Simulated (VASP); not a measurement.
Given:

```xyz
2
Lattice="1.3650 -2.3642 0.0000 1.3650 2.3642 0.0000 0.0000 0.0000 4.3200" Properties=species:S:1:pos:R:3 pbc="T T T"
Os     1.3650     0.7881     1.0800
Os     1.3650    -0.7881     3.2400
```

The numbers are results of optB86b-vdW, VASP's PBE PAW potentials (set 64) (plane waves; VASP), not measurements. Numerical set-up: 520 eV cut-off, 14×14×8 Γ-centred mesh, first-order Methfessel-Paxton smearing of 0.10 eV, potentials Os.

Task: The ions, cell shape and volume are relaxed. Which structure does the run end with?

Result: 
```xyz
2
Lattice="1.3742 -2.3802 0.0000 1.3742 2.3802 0.0000 0.0000 0.0000 4.3324" Properties=species:S:1:pos:R:3 pbc="T T T"
Os     1.3742     0.7934     1.0831
Os     1.3742    -0.7934     3.2493
```
Space group P6_3/mmc (194), at a tolerance of 0.03 Å.

Task: How do energy and volume change from the first to the last step?

Result: The energy (σ→0) changes by -5.2 meV/atom and the volume by +1.6 %, in 6 ionic steps.

The compound is Os in the hcp structure. This run relaxes it. Symmetry was kept, so distortions that lower it aren't found.
